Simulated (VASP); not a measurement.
Here is the system:

```xyz
4
Lattice="3.2721 0.0000 0.0000 -1.6360 2.8337 0.0000 0.0000 0.0000 5.2091" Properties=species:S:1:pos:R:3 pbc="T T T"
Be     0.0000     0.0000     0.0000
Be     0.0000     0.0000     2.6045
S      0.0000     1.8891     1.3023
S      1.6360     0.9446     3.9068
```

Method: PBEsol GGA, VASP's PBE PAW potentials (set 64) (plane waves; VASP). Numerical set-up: 400 eV cut-off, 10×10×6 Γ-centred mesh, tetrahedra with Blöchl corrections, potentials Be S.

Task: Predict the energy per atom (σ→0).

Result: 
```json
{
  "energy per atom (σ→0)": "-4.834 eV/atom"
}
```

The structure was generated: BeS was put into the NiAs type type (P6_3/mmc), which need not be its known phase. It was relaxed first, which changed the volume by +22 %.
